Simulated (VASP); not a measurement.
Consider the following.

```
CaF2
1.0
    0.00000     2.73300     2.69480
    2.79725     0.00000     2.69480
    2.79725     2.73300     0.00000
Ca F
1 2
Direct
  0.00000   0.00000   0.00000
  0.25000   0.25000   0.25000
  0.74212   0.75788   0.75788
```

Computed with PBE GGA, VASP's PBE PAW potentials (set 64) (plane waves; VASP). Settings: ADDGRID = .TRUE., 520 eV cut-off, 6×6×6 Γ-centred mesh, Gaussian smearing of 0.050 eV, potentials Ca_sv F.

Which forces act on the atoms, in eV/Å?

| atom | Fx | Fy | Fz |
|---|---|---|---|
| Ca1 | 0.096 | 0.000 | 0.000 |
| F2 | 0.089 | 0.000 | 0.000 |
| F3 | -0.184 | 0.000 | 0.000 |

Give the stress tensor in GPa (positive for a compressed cell).

```
-0.75   0.00   0.00
 0.00   1.92   0.41
 0.00   0.41   3.53
```
The pressure is its mean diagonal, 1.57 GPa.

The compound is CaF2 in the fluorite structure. The cell was not relaxed at this level, atoms are displaced from their ideal sites. The run is one of a series of settings (ADDGRID = .TRUE. against the base run), some of them coarse on purpose.
